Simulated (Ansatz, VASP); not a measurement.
## Ta2CF2 (Ta2CF2 MXene monolayer): VASP beside Ansatz

One calculation is typed for both programs; each brings its own data sets. How far apart do they land? The structure shown is the start of the Ansatz relaxation below; VASP solves that cell, so the two are compared at the walk's first step.

Method: plane waves, with VASP 6.6.1 beside it; single point at PBE with D3(BJ), in Ansatz 0.2.0.

## Step 1: Set-up

The cell holds 5 atoms: 2 F, 2 Ta and 1 C. Cell: a = 3.226 Å, b = 3.226 Å, c = 39.986 Å, α = 90.0°, β = 90.0°, γ = 120.0°. Vacuum lies along c.

## Step 2: Ansatz: relaxation, PBE with D3(BJ)

Ansatz runs on its default PAW (the set named soft_2) files.

The two programs are compared at the cell with which this relaxation starts, whose forces are those of its first step.

input.yaml

```yaml
crystal:
  lattice:
    - [3.22608, 0.0, 0.0]
    - [-1.61304, 2.7938672346, 0.0]
    - [0.0, 0.0, 39.9857500326]
  atoms:
    - { symbol: F, position: [0.3333333333, 0.6666666667, 0.4439081419] }
    - { symbol: Ta, position: [0.6666666667, 0.3333333333, 0.4681655285] }
    - { symbol: C, position: [0.0, 0.0, 0.5] }
    - { symbol: Ta, position: [0.3333333333, 0.6666666667, 0.5318344715] }
    - { symbol: F, position: [0.6666666667, 0.3333333333, 0.5560918581] }
  periodic: [true, true, false]
kpoints:
  mp_grid: { grid: [12, 12, 1] }
hamiltonian:
  xc: pbe
  dispersion: d3bj
scf:
  occupations: { method: fermi_dirac, width: 0.05 }
  convergence: { dr2_threshold: 1.0e-09 }
relax:
  f_tol: 0.004
  max_steps: 90
  cell: {}
output:
  write_potential: true
  write_density: true
  volumetric_format: npy
```

Started as:

```console
> ansatz run input.yaml --threads 2 --pin off --max-ram 3072MiB --backend cpu --events-out ev --progress --plain --runs-dir out
```

Numbers of over 12 decimals in the logs are rounded to 6 here.

What it wrote:

```text
Warning: relax.cell: scf.convergence.dr2_threshold = 1e-9 eV is looser than the 2.382802411e-10 eV advised for a relaxation that steers and ends on the stress (1e-10 eV for each atom of the cell: 5, times the square of relax.cell.stress_2d_tol = 0.05 N/m over 14.5 Å (the atoms' height at the walk's start and 5 Å past either face), 3.452e-2 GPa, over a crystal's default 0.05). What an SCF threshold leaves in a stress goes as its square root, and in the free energy as the threshold itself, and one threshold admits the most on a small cell: [figures from the program's tests cut] Set scf.convergence.dr2_threshold to 2.382802411e-10 eV or tighter. [rest of the remark cut]
Engine: ansatz 0.2.0, x86_64-unknown-linux-gnu
Pseudopotentials: kind: paw
Pseudopotential: F, paw, valence charge 7, recommended cutoff 420 eV (normal), F.paw.azcp
Pseudopotential: Ta, paw, valence charge 13, recommended cutoff 420 eV (normal), Ta.paw.azcp
Pseudopotential: C, paw, valence charge 4, recommended cutoff 420 eV (normal), C.paw.azcp
Functional definition: PBE
  parameter kappa = 0.804
  parameter beta = 0.066725
  exchange = pbe_x(kappa = kappa, mu = beta*pi^2/3)
  correlation = pbe_c(beta = beta)
Crystal: 5 atoms, lattice volume = 360.401 Å³
Basis set: ecut = 420 eV, 7177 PW (Γ), exchange–correlation on 48×48×540 points (8 copies of the dense FFT grid, shifted against one another)
Bands: 27, of which v1, the nominal top of the filled ones, is band 22 counted from 1 (21 counted from 0)
Symmetry: 12 space group operations
Space group: P-3m1 (ITA 164), of the structure as read, at distance tolerance 7.1e-5 Å
k-points: 19 of 144
Non-local potential: F, projectors of the file, l = 0: 2, l = 1: 2, l = 2: 1
Non-local potential: Ta, projectors of the file, l = 0: 3, l = 1: 2, l = 2: 2, l = 3: 1
Non-local potential: C, projectors of the file, l = 0: 2, l = 1: 2, l = 2: 1
PAW form: soft (Blöchl's): semilocal exchange-correlation on the pseudo side does not see the compensation charge
PAW one-centre angular grid: F, 110 points (default); XC on 64 Gauss nodes
PAW one-centre angular grid: Ta, 590 points (default); XC on 64 Gauss nodes
PAW one-centre angular grid: C, 110 points (default); XC on 64 Gauss nodes
Initial density: superposition of atomic densities (neutral atoms: chi_scale 0, normalization atom), corrected by the library's trained network
Initial wavefunctions: pseudopotential atomic-orbital guess
Functional: x = pbe(κ = 0.804, μ = 0.219515), c = pbe(β = 0.066725)
SCF iter   1: F=—  HF=-21732.765747 eV  |F-HF|=—  |Δ(HF+E_count)|=         —  Δρ=3.16e-3  dr2=2.16e-1  ethr=1.77e-3  ⟨swp⟩=13.0  Hψ=3868  notcnv=0
preconditioner: auto → LDOS  [metal: Δε(μ)=0.093 eV  Ē_g=8.852 eV  σ=0.050 eV  W_gap=0.42  n_scr=24 (ndim 8)  ℏωp=9.6 eV  f_vac=0.809  D(μ)=3.97/eV (n_scr^D=16)  β→1.0]
SCF iter   2: F=—  HF=-21732.742471 eV  |F-HF|=—  |Δ(HF+E_count)|=   2.33e-2  Δρ=2.55e-3  dr2=2.68e-2  ethr=4.90e-4  ⟨swp⟩=4.7  Hψ=1384  notcnv=0
SCF iter   3: F=—  HF=-21732.740185 eV  |F-HF|=—  |Δ(HF+E_count)|=   2.29e-3  Δρ=1.00e-3  dr2=1.85e-2  ethr=6.10e-5  ⟨swp⟩=3.2  Hψ=1210  notcnv=0
SCF iter   4: F=—  HF=-21732.739500 eV  |F-HF|=—  |Δ(HF+E_count)|=   6.85e-4  Δρ=4.85e-4  dr2=5.83e-3  ethr=4.20e-5  ⟨swp⟩=2.6  Hψ=781  notcnv=0
SCF iter   5: F=—  HF=-21732.739147 eV  |F-HF|=—  |Δ(HF+E_count)|=   3.53e-4  Δρ=1.72e-4  dr2=3.03e-4  ethr=1.33e-5  ⟨swp⟩=3.5  Hψ=1005  notcnv=0
SCF iter   6: F=—  HF=-21732.739315 eV  |F-HF|=—  |Δ(HF+E_count)|=   1.68e-4  Δρ=4.38e-5  dr2=2.50e-5  ethr=6.90e-7  ⟨swp⟩=3.8  Hψ=1183  notcnv=0
SCF iter   7: F=—  HF=-21732.739423 eV  |F-HF|=—  |Δ(HF+E_count)|=   1.08e-4  Δρ=2.25e-5  dr2=2.86e-6  ethr=5.67e-8  ⟨swp⟩=4.0  Hψ=1170  notcnv=0
SCF iter   8: F=—  HF=-21732.739308 eV  |F-HF|=—  |Δ(HF+E_count)|=   1.15e-4  Δρ=6.02e-6  dr2=1.80e-7  ethr=6.50e-9  ⟨swp⟩=3.4  Hψ=1042  notcnv=0
SCF iter   9: F=—  HF=-21732.739309 eV  |F-HF|=—  |Δ(HF+E_count)|=   3.86e-7  Δρ=2.60e-6  dr2=1.76e-8  ethr=4.09e-10  ⟨swp⟩=3.4  Hψ=1130  notcnv=0
SCF iter  10: F=—  HF=-21732.739309 eV  |F-HF|=—  |Δ(HF+E_count)|=   4.13e-8  Δρ=7.77e-7  dr2=1.53e-9  ethr=3.99e-11  ⟨swp⟩=3.5  Hψ=1288  notcnv=0
[...]
SCF 1 converged in 11 iterations: F = -21732.739309 eV  dr2 = 5.11e-11
[...]
Crystal: 5 atoms, lattice volume = 350.729 Å³
iter 1 solved again at ethr=2.18e-8 eV; its pass at ethr=3.10e-3 eV (dr2=9.60e-6 eV) is discarded
SCF iter   1: F=—  HF=-21735.506656 eV  |F-HF|=—  |Δ(HF+E_count)|=         —  Δρ=5.07e-5  dr2=9.24e-6  ethr=2.18e-8  ⟨swp⟩=4.9  Hψ=4353  notcnv=0
preconditioner: auto → LDOS  [insulator: Δε(μ)=0.276 eV  Ē_g=8.608 eV  σ=0.050 eV  W_gap=0.61  n_scr=24 (ndim 8)  ℏωp=9.7 eV  f_vac=0.810  D(μ)=1.17/eV (n_scr^D=8)  ε∞_Penn≈2.3  β→1.0]
SCF iter   2: F=—  HF=-21735.506786 eV  |F-HF|=—  |Δ(HF+E_count)|=   1.31e-4  Δρ=4.48e-5  dr2=8.82e-6  ethr=2.10e-8  ⟨swp⟩=2.9  Hψ=927  notcnv=0
SCF iter   3: F=—  HF=-21735.506785 eV  |F-HF|=—  |Δ(HF+E_count)|=   8.28e-7  Δρ=6.28e-6  dr2=1.49e-7  ethr=2.00e-8  ⟨swp⟩=2.6  Hψ=829  notcnv=0
SCF iter   4: F=—  HF=-21735.506669 eV  |F-HF|=—  |Δ(HF+E_count)|=   1.17e-4  Δρ=1.50e-6  dr2=4.74e-9  ethr=3.39e-10  ⟨swp⟩=4.2  Hψ=1234  notcnv=0
SCF iter   5: F=-21735.506669 eV  HF=-21735.506669 eV  |F-HF|=7.56e-9  |Δ(HF+E_count)|=   3.31e-8  Δρ=5.59e-7  dr2=6.51e-10  ethr=2.27e-12  ⟨swp⟩=14.3  Hψ=5011  notcnv=0
SCF 9 converged in 5 iterations: F = -21735.506669 eV  dr2 = 6.51e-10
relax step   9: F+E_penalty+E_count = -21735.50666876 eV  Δ(F+E_penalty+E_count) = -1.610e-4 eV  max|allowed force component| = 2.047e-3 eV/Å  Δτ_max = 0.0009 Å  P = -0.005 N/m  Ω = 350.729 Å³  energy of the carried Pulay correction = +1.415e-4 eV  fix = [c, alpha, beta]  reactions: c -0.000 N/m  (5 SCF iters, accepted)
iter 1 solved again at ethr=1.11e-7 eV; its pass at ethr=3.10e-3 eV (dr2=4.89e-5 eV) is discarded
SCF iter   1: F=—  HF=-21735.506532 eV  |F-HF|=—  |Δ(HF+E_count)|=         —  Δρ=2.81e-6  dr2=4.76e-9  ethr=1.11e-7  ⟨swp⟩=7.9  Hψ=6705  notcnv=0
eigensolver tolerance schedule: the retry pair's looser diagonalisation over-reported the residual by 10272.99 of it (diagonalisation noise at 0.58 of the residual, at the tolerance the schedule requests for it); recorded, not acted on — ethr = c·dr2/N_el stays at c = 1.0e-1
SCF iter   2: F=—  HF=-21735.506540 eV  |F-HF|=—  |Δ(HF+E_count)|=   8.36e-6  Δρ=2.40e-6  dr2=1.11e-8  ethr=1.08e-11  ⟨swp⟩=7.1  Hψ=2405  notcnv=0
SCF iter   3: F=-21735.506540 eV  HF=-21735.506540 eV  |F-HF|=4.43e-9  |Δ(HF+E_count)|=   2.80e-9  Δρ=3.52e-7  dr2=1.38e-10  ethr=2.27e-12  ⟨swp⟩=16.8  Hψ=5756  notcnv=0
SCF 10 converged in 3 iterations: F = -21735.506540 eV  dr2 = 1.38e-10
relax step  10: F+E_penalty+E_count = -21735.50654014 eV  Δ(F+E_penalty+E_count) = +1.286e-4 eV  max|allowed force component| = 2.063e-3 eV/Å  Δτ_max = 0.0000 Å  P = -0.008 N/m  Ω = 350.729 Å³  fix = [c, alpha, beta]  reactions: c -0.000 N/m  stress off target by 7.92e-3 N/m on what of the cell is left free  SCF on the basis re-selected at this cell (its energy is not comparable with the rows above)  (3 SCF iters)
basis re-selected at this cell: Δ(F+E_penalty+E_count) = +1.286e-4 eV, ΔP = -0.002 N/m vs the last step (what re-selecting the basis moved, of the pressure what is left beyond the Pulay correction that the steps carried, after the strain that the cell walked since its last selection, with what the two solves' SCF thresholds leave and, on support functions, any second-order correction that the steps lacked; it is no m [...]
WARN: The output density's exchange-correlation potential varies sharply where the density is thin. Do not read a vacuum level from v_tot or v_xc, or from such a field of the output density. On a cell that repeats whose density bears no net charge and no dipole along the vacuum's axis use v_es (v_loc + v_h of the components); under efield.dipole_correction with no amplitude use v_es + v_field, which holds any externa [...]
SCF converged after 3 iterations
Free energy (F): -21735.506540 eV
Harris-Foulkes:  -21735.506540 eV  (|F-HF|=4.43e-9)
Internal energy: -21735.497511 eV  (E = F + TS)
E sigma→0 (E₀):  -21735.502026 eV
Entropy (-TS):   -0.009029 eV (-1.806 meV/atom)
Fermi energy:    -3.789417 eV
--- Per-component energies (eV) ---
  E_band       = -1141.252028
  E_kinetic    = 1239.847953
  E_local      = -162813.458850  (includes V_loc(G=0)·N_el)
  E_nonlocal   = 203.906657
  E_hartree    = 80634.336156
  E_xc         = -646.409948
  E_vxc        = -674.654326  (∫ρ·V_xc dr)
  E_paw        = -17294.037732  (= ΣΔE_a)
  E_vpaw       = -365.570170  (= ΣTr[D̂ρ^β])
  E_aug_tail   = 0.004448  (compensation charges beyond the density's cutoff)
  E_ewald      = 76941.375232
  E_disp       = -1.061427  (pairwise vdW)
  E_smearing   = -0.009029  (= −TS)
  E_closure    = 0.000000  (closes the sum)
  Σ components = -21735.506540   (vs F -21735.506540, Δ=0.00e0)
--- Forces (eV/Å), atoms counted from 1 ---
  atom   1  F      0.00000000     0.00000000     0.00005155
  atom   2  Ta    -0.00000000    -0.00000000    -0.00206269
  atom   3  C      0.00000000     0.00000000     0.00000000
  atom   4  Ta     0.00000000     0.00000000     0.00206269
  atom   5  F     -0.00000000    -0.00000000    -0.00005155
  max |Σ_I F_I| component: 2.31e-18 eV/Å
--- 2D stress c σ (N/m, compression-positive) ---
       -0.007918       0.000000      -0.000000
        0.000000      -0.007918      -0.000000
       -0.000000      -0.000000      -0.000000
  P = ½ c Tr σ = -0.0079 N/m
--- Band table (eV; the first three rows and the last of 19) ---
  k-point 0: bands = [... 18 lower, -8.9951, -8.9951, -5.5628, -5.5628, -4.4425, -3.2271, -2.5087, -2.5087, ... 1 higher]
  k-point 1: bands = [... 18 lower, -9.2116, -9.0271, -5.8069, -5.4007, -4.4078, -2.9330, -2.7168, -2.5150, ... 1 higher]
  k-point 2: bands = [... 18 lower, -9.5685, -9.0785, -6.3347, -4.9407, -4.3223, -3.1150, -2.5558, -2.4057, ... 1 higher]
  k-point 18: bands = [... 18 lower, -10.0098, -8.9247, -5.0016, -4.4743, -4.4743, -1.8425, -1.7136, -1.7136, ... 1 higher]
  the weakly bound empty levels are not read free of the cell's end (no_gap_told)
--- Relaxed structure (8 steps of the walk, 8 accepted, 2 SCFs on fresh bases) ---
  F+E_penalty+E_count = -21735.50654014 eV   max|allowed force component| = 2.063e-3 eV/Å   (the final SCF, on the basis selected at the relaxed cell)
  cell:  # Å, volume = 350.7287 Å³
    - [3.182495, 0, 0]
    - [-1.591248, 2.756122, 0]
    - [0, 0, 39.9857500326]
  atoms:
    - { symbol: F, position: [0.333333, 0.666667, 0.437434] }
    - { symbol: Ta, position: [0.666667, 0.333333, 0.472641] }
    - { symbol: C, position: [0, 0, 0.500000] }
    - { symbol: Ta, position: [0.333333, 0.666667, 0.527359] }
    - { symbol: F, position: [0.666667, 0.333333, 0.562566] }
```

## Step 3: VASP: single point, PBE with D3(BJ), start cell

The same cell, functional, mesh and smearing now go to VASP, with its own data sets.

Lines of VASP's logs that name or quote its potential files are left out, and so is its time.

INCAR

```
SYSTEM = Ta2CF2
PREC = Accurate
ENCUT = 520
EDIFF = 1E-06
NELM = 120
ISMEAR = -1
SIGMA = 0.05
LREAL = .FALSE.
ALGO = Normal
GGA = PE
IVDW = 12
NBANDS = 26
LASPH = .TRUE.
LORBIT = 11
LWAVE = .FALSE.
LCHARG = .FALSE.
ISIF = 2
LDIPOL = .TRUE.
IDIPOL = 3
DIPOL = 0.5 0.5 0.5
LVHAR = .TRUE.
GGA_COMPAT = .FALSE.
NELMDL = -8
KPAR = 2
```

POSCAR

```
Ta2CF2
1.0
    3.2260800000      0.0000000000      0.0000000000
   -1.6130400000      2.7938670000      0.0000000000
    0.0000000000      0.0000000000     39.9857500000
F Ta C
2 2 1
Direct
    0.3333333333      0.6666666667      0.4439081423
    0.6666666667      0.3333333333      0.5560918577
    0.6666666667      0.3333333333      0.4681655340
    0.3333333333      0.6666666667      0.5318344660
    0.0000000000      0.0000000000      0.5000000000
```

KPOINTS

```
Automatic mesh
0
Gamma
12 12 1
0 0 0
```

PAW data sets: F, Ta_pv and C (PBE family, release 64).

Started as:

```console
> mpirun -np 2 vasp_std
```

What it wrote:

```text
[banner, memory and clock lines left out]
running    2 mpi-ranks, on    1 nodes
 distrk:  each k-point on    1 cores,    2 groups
 distr:  one band on    1 cores,    1 groups

 POSCAR found type information on POSCAR F TaC
 POSCAR found :  3 types and       5 ions
 LDA part: xc-table for (Slater+PW92), standard interpolation
 POSCAR, INCAR and KPOINTS ok, starting setup
 FFT: planning ... GRIDC
 FFT: planning ... GRID_SOFT
 FFT: planning ... GRID
 WAVECAR not read
 entering main loop
       N       E                     dE             d eps       ncg     rms          rms(c)
DAV:   1     0.352521424167E+03    0.35252E+03   -0.19514E+04  1260   0.118E+03
DAV:   2    -0.470026332386E+01   -0.35722E+03   -0.35078E+03  1378   0.292E+02
DAV:   3    -0.477914552448E+02   -0.43091E+02   -0.42867E+02  1296   0.103E+02
DAV:   4    -0.487954478660E+02   -0.10040E+01   -0.98388E+00  1252   0.159E+01
DAV:   5    -0.488255231764E+02   -0.30075E-01   -0.29358E-01  1336   0.222E+00
DAV:   6    -0.488270151416E+02   -0.14920E-02   -0.14781E-02  1280   0.373E-01
DAV:   7    -0.488270639412E+02   -0.48800E-04   -0.48585E-04  1328   0.683E-02
DAV:   8    -0.488270664952E+02   -0.25540E-05   -0.25491E-05  1160   0.140E-02    0.304E+01
DAV:   9    -0.417618582581E+02    0.70652E+01   -0.43870E+01  1298   0.332E+01    0.125E+01
DAV:  10    -0.415858892298E+02    0.17597E+00   -0.13771E+00  1206   0.662E+00    0.569E+00
DAV:  11    -0.415451111200E+02    0.40778E-01   -0.17550E-01  1310   0.229E+00    0.466E-01
DAV:  12    -0.415417724345E+02    0.33387E-02   -0.24888E-02  1192   0.802E-01    0.209E-01
DAV:  13    -0.415416179277E+02    0.15451E-03   -0.21629E-03  1172   0.299E-01    0.915E-02
DAV:  14    -0.415418289121E+02   -0.21098E-03   -0.56511E-04  1260   0.109E-01    0.350E-02
[...]
DAV:  19    -0.415427973045E+02   -0.37147E-04   -0.30273E-06   798   0.837E-03    0.236E-03
DAV:  20    -0.415428513575E+02   -0.54053E-04   -0.95863E-06   872   0.601E-03    0.144E-03
DAV:  21    -0.415428615134E+02   -0.10156E-04   -0.20236E-06   796   0.338E-03    0.867E-04
DAV:  22    -0.415428701008E+02   -0.85874E-05   -0.16989E-06   716   0.226E-03    0.473E-04
DAV:  23    -0.415428727109E+02   -0.26101E-05   -0.40934E-07   734   0.124E-03    0.279E-04
DAV:  24    -0.415428746864E+02   -0.19755E-05   -0.25748E-07   692   0.701E-04    0.175E-04
DAV:  25    -0.415428759437E+02   -0.12573E-05   -0.11164E-07   648   0.553E-04    0.837E-05
DAV:  26    -0.415428764192E+02   -0.47549E-06   -0.12760E-08   544   0.389E-04
   1 F= -.42569791E+02 E0= -.42551772E+02  d E =-.360380E-01
```

(Continued in part 2 of 2.)

[Lines on the potential files, build, host, timing and source positions are cut from VASP's logs without a mark.]

[Logs are printed without paths, hosts, clocks, repeated set-up lines and the standing remarks that a program may print on its own settings, such as how far it seeks lower states.]

[Hosts, paths, dates, database ids (printed as entryN), source tags and the programs' standing remarks are cut or masked in the printed files.]
